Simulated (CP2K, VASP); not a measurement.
VASP input:

**INCAR**
```
EDIFF=1E-6
PREC=Accurate
ALGO=Normal
LCHARG=.False.
SIGMA=0.01   ! width (eV)
NSW=50   ! most ionic steps
ENCUT=300
EDIFFG=-0.01   ! ionic stop
SYSTEM=CsH
LMAXMIX=4   ! l cut-off of mixed one-centre charges
LREAL=.False.
NELM=100
LASPH=.True.   ! aspherical one-centre terms
LWAVE=.False.
ISMEAR=0   ! Gaussian
ISIF=3
IBRION=2   ! conjugate gradients
```

### KPOINTS
```
Automatic mesh
0
Gamma
7 7 7
0 0 0
```

POSCAR:
```
CsH
1
    3.8145920000     0.0000000000     0.0000000000
    0.0000000000     3.8145920000     0.0000000000
    0.0000000000     0.0000000000     3.8145920000
Cs H
1 1
Direct
  0.0000000000   0.0000000000   0.0000000000
  0.5000000000   0.5000000000   0.5000000000
```

POTCAR, in this order: Cs_sv H (LDA.64 set). Program: vasp_std.

**Question.** Write an input for CP2K that does the same calculation.

**Answer.** One input that does it (LDA (Pade form), GPW, DZVP-MOLOPT-SR-GTH basis, GTH-PADE potentials (GTH_POTENTIALS)):
```
&GLOBAL
  PROJECT run
  RUN_TYPE CELL_OPT
  PRINT_LEVEL LOW
&END GLOBAL
&FORCE_EVAL
  METHOD Quickstep
  STRESS_TENSOR ANALYTICAL
  &DFT
    BASIS_SET_FILE_NAME BASIS_MOLOPT
    POTENTIAL_FILE_NAME GTH_POTENTIALS
    &QS
      METHOD GPW
      EPS_DEFAULT 1E-10
      EXTRAPOLATION USE_GUESS
    &END QS
    &MGRID
      CUTOFF 500
      REL_CUTOFF 50
      NGRIDS 5
    &END MGRID
    &SCF
      SCF_GUESS ATOMIC
      EPS_SCF 1E-7
      MAX_SCF 100
      ADDED_MOS 4
      &DIAGONALIZATION
        ALGORITHM STANDARD
      &END DIAGONALIZATION
      &MIXING
        METHOD BROYDEN_MIXING
        ALPHA 0.3
        NBUFFER 12
        BETA 1
      &END MIXING
    &END SCF
    &KPOINTS
      SCHEME MONKHORST-PACK 7 7 7
    &END KPOINTS
    &XC
      &XC_FUNCTIONAL PADE
      &END XC_FUNCTIONAL
    &END XC
    &PRINT
      &MO
        EIGENVALUES T
        OCCUPATION_NUMBERS T
        NDIGITS 8
        FILENAME mo
        &EACH
          QS_SCF 0
        &END EACH
        ADD_LAST NUMERIC
      &END MO
      &MULLIKEN OFF
      &END MULLIKEN
    &END PRINT
  &END DFT
  &SUBSYS
    &CELL
      A 3.81459200 0.00000000 0.00000000
      B 0.00000000 3.81459200 0.00000000
      C 0.00000000 0.00000000 3.81459200
      PERIODIC XYZ
    &END CELL
    &COORD
      Cs       0.00000000     0.00000000     0.00000000
      H        1.90729600     1.90729600     1.90729600
    &END COORD
    &KIND Cs
      BASIS_SET DZVP-MOLOPT-SR-GTH-q9
      POTENTIAL GTH-PADE-q9
    &END KIND
    &KIND H
      BASIS_SET DZVP-MOLOPT-SR-GTH-q1
      POTENTIAL GTH-PADE-q1
    &END KIND
  &END SUBSYS
  &PRINT
    &FORCES ON
    &END FORCES
    &STRESS_TENSOR ON
    &END STRESS_TENSOR
  &END PRINT
&END FORCE_EVAL
&MOTION
  &CELL_OPT
    OPTIMIZER BFGS
    MAX_ITER 60
    MAX_FORCE 4E-4
    RMS_FORCE 3E-4
    EXTERNAL_PRESSURE [GPa] 0
    PRESSURE_TOLERANCE [bar] 200
  &END CELL_OPT
  &PRINT
    &CELL ON
    &END CELL
    &RESTART OFF
    &END RESTART
    &RESTART_HISTORY OFF
    &END RESTART_HISTORY
  &END PRINT
&END MOTION
```
The two runs describe the same crystal, functional and task. Each code takes its own potentials, basis and convergence tests.

Fixed occupations appear in VASP as a very narrow Gaussian smearing.

VASP's LDA is the Perdew-Zunger fit; the other code's may be Perdew-Wang, which differs slightly.

The structure comes from a computed database's CsH entry (Pm-3m); how it stands against other phases isn't given here.
